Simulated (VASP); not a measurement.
A convergence study with VASP on MgS (rock salt): one setting is varied, all else stays as given below, so the limit is that of these other settings.

```xyz
2
Lattice="0.0000 2.6000 2.6000 2.6000 0.0000 2.6000 2.6000 2.6000 0.0000" Properties=species:S:1:pos:R:3 pbc="T T T"
Mg     0.0000     0.0000     0.0000
S      2.6000     2.6000     2.6000
```

Computed with PBE GGA, VASP's PBE PAW potentials (set 64) (plane waves; VASP 6.6.1). The tightest run used: 550 eV cut-off, 20×20×20 Γ-centred mesh, Gaussian smearing of 0.010 eV, potentials Mg S.

Q: The settings run are 4×4×4 mesh; 6×6×6 mesh; 8×8×8 mesh; 10×10×10 mesh; 12×12×12 mesh; 14×14×14 mesh; 16×16×16 mesh; 18×18×18 mesh; 20×20×20 mesh. From which on does the mean ε∞ stay within 0.3  of the tightest run?

A: From 6×6×6 mesh on: it is off by 0.20 there and by no more than 0.3 in any finer run, while 4×4×4 mesh is off by 1.18.
```tsv
setting	mean ε∞	highest Γ mode (cm⁻¹)	irreducible k-points	difference judged ()
4×4×4 mesh	6.56	233.5	8	1.18
6×6×6 mesh	5.58	235.6	16	0.20
8×8×8 mesh	5.41	235.8	29	0.04
10×10×10 mesh	5.38	235.8	47	0.01
12×12×12 mesh	5.37	235.8	72	0.00
14×14×14 mesh	5.37	235.8	104	0.00
16×16×16 mesh	5.37	235.8	145	0.00
18×18×18 mesh	5.37	235.8	195	0.00
20×20×20 mesh	5.37	235.8	256	0.00
```

Left out are rungs that failed or repeat a setting and relaxations that didn't move; long series are thinned to 24 rows.

The compound is MgS in the rock salt structure. The cell was not relaxed at this level.
